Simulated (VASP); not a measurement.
Given:

```xyz
2
Lattice="0.0000 2.4688 2.4688 2.4688 0.0000 2.4688 2.4688 2.4688 0.0000" Properties=species:S:1:pos:R:3 pbc="T T T"
Gd     0.0000     0.0000     0.0000
N      2.4688     2.4688     2.4688
```

Method: PBE GGA with D3 dispersion (Becke-Johnson damping), VASP's PBE PAW potentials (set 64) (plane waves; VASP). Settings: 520 eV cut-off, 14×14×14 Γ-centred mesh, tetrahedra with Blöchl corrections, potentials Gd_3 N.

The 4f electrons are frozen in the core of the lanthanide potential, so 4f levels, which can set the real gap, and their magnetism are missing.

Estimate the energy per atom (σ→0), band gap (on the k-mesh) with the smallest direct gap where there is one.

```yaml
band gap (on the k-mesh): none (metal, semimetal or under 0.01 eV)
energy per atom (σ→0): -8470 meV/atom
```

The compound is GdN in the rock salt structure. It was relaxed first.
